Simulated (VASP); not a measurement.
VASP ran on this input.

### KPOINTS
```
Automatic mesh
0
Gamma
3 3 2
0 0 0
```

### INCAR
```
SYSTEM = FePt
PREC = Accurate
ENCUT = 400
EDIFF = 1E-6
NELM = 100
ALGO = Normal
LREAL = .FALSE.
LASPH = .TRUE.
ISMEAR = 0
SIGMA = 0.001
GGA = PE
LMAXMIX = 6
ISPIN = 2
MAGMOM = 3.0 0.0
LORBIT = 10
LWAVE = .FALSE.
LCHARG = .FALSE.
ISIF = 2
```

POSCAR:
```
FePt
1
    2.7744000000     0.0000000000     0.0000000000
    0.0000000000     2.7744000000     0.0000000000
    0.0000000000     0.0000000000     3.7842000000
Fe Pt
1 1
Direct
  0.0000000000   0.0000000000   0.0000000000
  0.5000000000   0.5000000000   0.5000000000
```

POTCAR, in this order: Fe Pt (PBE.64 set). Program: vasp_std.

Output of the run:

**standard output**
```
 POSCAR found type information on POSCAR FePt
 POSCAR found :  2 types and       2 ions
 Reading from existing POTCAR
 Reading from existing POTCAR
 LDA part: xc-table for (Slater+PW92), standard interpolation
 POSCAR, INCAR and KPOINTS ok, starting setup
 WAVECAR not read
 entering main loop
       N       E                     dE             d eps       ncg     rms          rms(c)
DAV:   1     0.740337450765E+02    0.74034E+02   -0.73265E+03   376   0.107E+03
DAV:   2    -0.135069152805E+02   -0.87541E+02   -0.76773E+02   367   0.221E+02
DAV:   3    -0.165966440691E+02   -0.30897E+01   -0.30376E+01   451   0.484E+01
DAV:   4    -0.166363915574E+02   -0.39747E-01   -0.39733E-01   423   0.472E+00
DAV:   5    -0.166373382659E+02   -0.94671E-03   -0.94669E-03   458   0.864E-01    0.162E+01
DAV:   6    -0.201603763473E+02   -0.35230E+01   -0.24441E+01   381   0.937E+01    0.363E+01
DAV:   7    -0.148923542134E+02    0.52680E+01   -0.84442E+00   438   0.781E+01    0.811E+00
DAV:   8    -0.148201072983E+02    0.72247E-01   -0.61347E-01   440   0.128E+01    0.595E+00
DAV:   9    -0.148048603405E+02    0.15247E-01   -0.60295E-02   499   0.373E+00    0.368E+00
DAV:  10    -0.147655568320E+02    0.39304E-01   -0.63244E-02   484   0.619E+00    0.141E+00
DAV:  11    -0.147518124149E+02    0.13744E-01   -0.22045E-02   514   0.259E+00    0.809E-01
DAV:  12    -0.147525075263E+02   -0.69511E-03   -0.40365E-03   510   0.834E-01    0.255E-01
DAV:  13    -0.147526673143E+02   -0.15979E-03   -0.51180E-04   462   0.319E-01    0.113E-01
DAV:  14    -0.147526316244E+02    0.35690E-04   -0.80345E-05   425   0.868E-02    0.589E-02
DAV:  15    -0.147526205307E+02    0.11094E-04   -0.44052E-05   471   0.774E-02    0.259E-02
DAV:  16    -0.147526179799E+02    0.25509E-05   -0.87150E-06   459   0.493E-02    0.115E-02
DAV:  17    -0.147526179455E+02    0.34320E-07   -0.21302E-06   263   0.281E-02
   1 F= -.14752618E+02 E0= -.14752618E+02  d E =-.211101E-16  mag=     4.0001
```

**OUTCAR**
```
------------------------ aborting loop because EDIFF is reached ----------------------------------------
  FORCE on cell =-STRESS in cart. coord.  units (eV):
  Direction    XX          YY          ZZ          XY          YZ          ZX
  --------------------------------------------------------------------------------------
  Total        0.0881145      0.0881145     -1.7518231      0.0000000      0.0000000      0.0000000
  in kB        4.8466929      4.8466929    -96.3581835      0.0000000      0.0000000      0.0000000
  external PRESSURE =     -28.8882659 kB  Pullay stress =       0.0000000 kB
  volume of cell :       29.13
      direct lattice vectors                 reciprocal lattice vectors
     2.774400000  0.000000000  0.000000000     0.360438293  0.000000000  0.000000000
     0.000000000  2.774400000  0.000000000     0.000000000  0.360438293  0.000000000
     0.000000000  0.000000000  3.784200000     0.000000000  0.000000000  0.264256646
 POSITION                                       TOTAL-FORCE (eV/Angst)
 -----------------------------------------------------------------------------------
      0.00000      0.00000      0.00000         0.000000      0.000000      0.000000
      1.38720      1.38720      1.89210         0.000000      0.000000      0.000000
 -----------------------------------------------------------------------------------
    total drift:                                0.000000     -0.000000     -0.000000
  FREE ENERGIE OF THE ION-ELECTRON SYSTEM (eV)
  ---------------------------------------------------
  free  energy   TOTEN  =       -14.7526179455 eV

  energy  without entropy=      -14.7526179455  energy(sigma->0) =      -14.75261795

 total charge

# of ion       s       p       d       tot
------------------------------------------
    1        0.409   0.448   5.955   6.812
    2        0.697   0.645   8.009   9.351
--------------------------------------------------
tot          1.106   1.093  13.964  16.163

 magnetization (x)

# of ion       s       p       d       tot
------------------------------------------
    1        0.021   0.021   3.322   3.364
    2       -0.028  -0.028   0.625   0.569
--------------------------------------------------
tot         -0.007  -0.007   3.947   3.933
```
(Selected blocks of OUTCAR.)

Question: The run ends quietly. Is anything wrong with it?

Answer: The cause: a metal was run with a tiny SIGMA on a coarse mesh. The run ends without an error. Against the sound run, the energy per atom (σ→0) rises by 0.013 eV/atom; the pressure goes up by 4.74 GPa; the cell moment rises by 0.62 μB. To mend it, set ISMEAR = 1, set SIGMA = 0.1, correct KPOINTS.
File KPOINTS:
```
Automatic mesh
0
Gamma
10 10 7
0 0 0
```
The mended run (PBE GGA, plane waves, VASP's PBE PAW potentials (set 64)) converges, and its OSZICAR ends with
```
   1 F= -.14778185E+02 E0= -.14778436E+02  d E =0.753558E-03  mag=     3.3828
```

The compound is FePt in the L1_0 structure. The cell was not relaxed at this level.
